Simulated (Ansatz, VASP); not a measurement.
**BeSn: VASP beside Ansatz**

```xyz
2
Lattice="0.0000 2.6334 2.6334 2.6334 0.0000 2.6334 2.6334 2.6334 0.0000" Properties=species:S:1:pos:R:3 pbc="T T T"
Be    0.0000    0.0000    0.0000
Sn    2.6334    2.6334    2.6334
```

Alike in both runs: functional PBE; k mesh 6 × 6 × 6; occupations gaussian, width 0.1 eV; no spin polarisation.

Ansatz relaxed the structure, and its values are those at the end. VASP's run is a single point on that final structure, the one shown.

|  | VASP | Ansatz |
| --- | --- | --- |
| version | VASP 6.6.1 | Ansatz 0.2.0 |
| potentials or method | VASP PAW PBE potentials, release 64 (Be, Sn_d) | scalar-relativistic, plane waves, PAW |
| plane-wave cutoff (eV) | 520 | 420 |
| valence electrons in the cell | 16 | 16 |

Ansatz gave:

| Item | Value |
| --- | --- |
| gap on the k mesh at the Fermi level (eV) | none |
| pressure (GPa) | -0.3 |

Which values does VASP return?

gap on the k mesh at the Fermi level (eV): none; pressure (GPa): -0.4.

A gap of «none» marks a metal or a gap that the smearing closes. The functional is the same, so the differences come from potentials, cutoffs and numerics.
